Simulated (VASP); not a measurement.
A convergence study with VASP on V (bcc): one setting is varied, all else stays as given below, so the limit is that of these other settings. Each run relaxes cell and ions from the cell shown. The basis is that of the starting cell, so low cut-offs carry a Pulay error.

```
V
1.0
   -1.51500     1.51500     1.51500
    1.51500    -1.51500     1.51500
    1.51500     1.51500    -1.51500
V
1
Direct
  0.00000   0.00000   0.00000
```

Method: PBEsol GGA, VASP's PBE PAW potentials (set 64) (plane waves; VASP 6.6.1). The tightest run used: 700 eV cut-off, 14×14×14 Γ-centred mesh, first-order Methfessel-Paxton smearing of 0.10 eV, potentials V_sv.

Question: The settings run are ENCUT = 250; ENCUT = 300; ENCUT = 350; ENCUT = 400; ENCUT = 450; ENCUT = 500; ENCUT = 550; ENCUT = 600; ENCUT = 650; ENCUT = 700. From which on does the relaxed volume stay within 0.1 Å³/atom of the tightest run?

Answer: From ENCUT = 300 on: it is off by 0.004 there and by no more than 0.1 in any finer run, while ENCUT = 250 is off by 0.509.
```json
[
 {"setting": "ENCUT = 250", "relaxed volume (Å³/atom)": "12.457", "E (eV/atom)": "-9.7164", "plane waves": "140", "difference judged (Å³/atom)": "0.509"},
 {"setting": "ENCUT = 300", "relaxed volume (Å³/atom)": "12.962", "E (eV/atom)": "-9.6526", "plane waves": "177", "difference judged (Å³/atom)": "0.004"},
 {"setting": "ENCUT = 350", "relaxed volume (Å³/atom)": "12.884", "E (eV/atom)": "-9.6538", "plane waves": "236", "difference judged (Å³/atom)": "0.082"},
 {"setting": "ENCUT = 400", "relaxed volume (Å³/atom)": "12.889", "E (eV/atom)": "-9.6509", "plane waves": "260", "difference judged (Å³/atom)": "0.077"},
 {"setting": "ENCUT = 450", "relaxed volume (Å³/atom)": "12.943", "E (eV/atom)": "-9.6451", "plane waves": "321", "difference judged (Å³/atom)": "0.023"},
 {"setting": "ENCUT = 500", "relaxed volume (Å³/atom)": "12.970", "E (eV/atom)": "-9.6419", "plane waves": "370", "difference judged (Å³/atom)": "0.004"},
 {"setting": "ENCUT = 550", "relaxed volume (Å³/atom)": "12.969", "E (eV/atom)": "-9.6416", "plane waves": "420", "difference judged (Å³/atom)": "0.003"},
 {"setting": "ENCUT = 600", "relaxed volume (Å³/atom)": "12.962", "E (eV/atom)": "-9.6423", "plane waves": "476", "difference judged (Å³/atom)": "0.004"},
 {"setting": "ENCUT = 650", "relaxed volume (Å³/atom)": "12.961", "E (eV/atom)": "-9.6427", "plane waves": "539", "difference judged (Å³/atom)": "0.005"},
 {"setting": "ENCUT = 700", "relaxed volume (Å³/atom)": "12.966", "E (eV/atom)": "-9.6427", "plane waves": "603", "difference judged (Å³/atom)": "0.000"}
]
```

Left out are rungs that failed or repeat a setting and relaxations that didn't move; long series are thinned to 24 rows.

The compound is V in the bcc structure. The run is not spin-polarised, so no magnetic state was tried.
